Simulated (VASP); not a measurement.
OSZICAR of a VASP run on KTaO₃ (cubic perovskite):

### OSZICAR
```
       N       E                     dE             d eps       ncg     rms          rms(c)
DAV:   1     0.252636313092E+03    0.25264E+03   -0.22164E+04   460   0.172E+03
DAV:   2    -0.111266778759E+03   -0.36390E+03   -0.35782E+03   588   0.464E+02
DAV:   3    -0.127939157787E+03   -0.16672E+02   -0.16635E+02   586   0.972E+01
DAV:   4    -0.128438366496E+03   -0.49921E+00   -0.49886E+00   810   0.143E+01
DAV:   5    -0.128441565492E+03   -0.31990E-02   -0.31989E-02   586   0.109E+00    0.370E+01
DAV:   6    -0.108074131010E+03    0.20367E+02   -0.28436E+01   615   0.467E+01    0.143E+01
DAV:   7    -0.108260615920E+03   -0.18648E+00   -0.29219E+00   602   0.171E+01    0.749E+00
DAV:   8    -0.109533446729E+03   -0.12728E+01   -0.17645E+00   559   0.150E+01    0.119E+00
DAV:   9    -0.107765788769E+03    0.17677E+01   -0.15321E+00   551   0.118E+01    0.828E-01
DAV:  10    -0.108102657665E+03   -0.33687E+00   -0.13640E-01   682   0.282E+00    0.389E-01
DAV:  11    -0.108071620395E+03    0.31037E-01   -0.42095E-03   619   0.554E-01    0.294E-01
DAV:  12    -0.108147795948E+03   -0.76176E-01   -0.32487E-02   537   0.171E+00    0.154E-01
DAV:  13    -0.108153318770E+03   -0.55228E-02   -0.23254E-03   621   0.552E-01    0.963E-02
DAV:  14    -0.108154139882E+03   -0.82111E-03   -0.10789E-04   707   0.844E-02    0.105E-01
DAV:  15    -0.108155861606E+03   -0.17217E-02   -0.93384E-04   551   0.367E-01    0.531E-02
DAV:  16    -0.108157386277E+03   -0.15247E-02   -0.62837E-04   545   0.290E-01    0.243E-02
DAV:  17    -0.108157348667E+03    0.37610E-04   -0.33589E-05   609   0.612E-02    0.213E-02
DAV:  18    -0.108157366168E+03   -0.17501E-04   -0.89301E-06   713   0.284E-02    0.138E-02
DAV:  19    -0.108157419339E+03   -0.53170E-04   -0.40872E-05   545   0.747E-02    0.235E-03
DAV:  20    -0.108157418038E+03    0.13005E-05   -0.15412E-06   552   0.117E-02    0.119E-03
DAV:  21    -0.108157417939E+03    0.99312E-07   -0.38907E-07   377   0.692E-03
   1 F= -.10815742E+03 E0= -.10815742E+03  d E =-.108157E+03
       N       E                     dE             d eps       ncg     rms          rms(c)
DAV:   1    -0.108185843373E+03   -0.28425E-01   -0.84650E-01   523   0.926E+00    0.155E+00
DAV:   2    -0.108161577577E+03    0.24266E-01   -0.76416E-02   523   0.212E+00    0.758E-01
DAV:   3    -0.108156340522E+03    0.52371E-02   -0.89855E-03   544   0.981E-01    0.173E-01
DAV:   4    -0.108156210404E+03    0.13012E-03   -0.27782E-03   668   0.574E-01    0.820E-02
DAV:   5    -0.108155996306E+03    0.21410E-03   -0.14954E-03   516   0.420E-01    0.480E-02
DAV:   6    -0.108155844927E+03    0.15138E-03   -0.22363E-03   523   0.516E-01    0.210E-02
DAV:   7    -0.108156628878E+03   -0.78395E-03   -0.10401E-03   523   0.354E-01    0.758E-03
DAV:   8    -0.108156609944E+03    0.18934E-04   -0.25332E-05   802   0.377E-02    0.799E-03
DAV:   9    -0.108156633617E+03   -0.23673E-04   -0.57112E-06   552   0.268E-02    0.341E-03
DAV:  10    -0.108156641207E+03   -0.75903E-05   -0.48882E-06   565   0.234E-02    0.175E-03
DAV:  11    -0.108156642387E+03   -0.11796E-05   -0.39201E-07   349   0.660E-03    0.976E-04
DAV:  12    -0.108156642302E+03    0.84699E-07   -0.36726E-08   328   0.175E-03
   2 F= -.10815664E+03 E0= -.10815664E+03  d E =0.775637E-03
       N       E                     dE             d eps       ncg     rms          rms(c)
DAV:   1    -0.108167660867E+03   -0.11018E-01   -0.26621E-01   495   0.520E+00    0.866E-01
DAV:   2    -0.108160265000E+03    0.73959E-02   -0.23930E-02   509   0.119E+00    0.426E-01
DAV:   3    -0.108158456469E+03    0.18085E-02   -0.29639E-03   495   0.567E-01    0.989E-02
DAV:   4    -0.108158383877E+03    0.72592E-04   -0.98281E-04   646   0.347E-01    0.472E-02
DAV:   5    -0.108158250229E+03    0.13365E-03   -0.52660E-04   530   0.248E-01    0.274E-02
DAV:   6    -0.108158234047E+03    0.16182E-04   -0.67769E-04   502   0.284E-01    0.116E-02
DAV:   7    -0.108158452631E+03   -0.21858E-03   -0.24611E-04   488   0.172E-01    0.396E-03
DAV:   8    -0.108158458932E+03   -0.63005E-05   -0.12206E-05   740   0.331E-02    0.339E-03
DAV:   9    -0.108158459623E+03   -0.69120E-06   -0.19953E-06   411   0.158E-02
   3 F= -.10815846E+03 E0= -.10815846E+03  d E =-.104168E-02
```

Task: Which electronic solver shows in the log?

Result: It is blocked Davidson (ALGO = Normal, or the opening steps of other solvers). The INCAR had ALGO = Normal.

Task: Can the final energy be trusted as converged?

Result: The run converged. It stopped with EDIFF = 1E-6, NELM = 100, NSW = 60 and EDIFFG = -0.02 after 3 ionic steps (SCAN meta-GGA, plane waves, VASP's PBE PAW potentials (set 64)).

The compound is KTaO3 in the cubic perovskite structure. This run relaxes it. Symmetry was kept, so distortions that lower it aren't found.
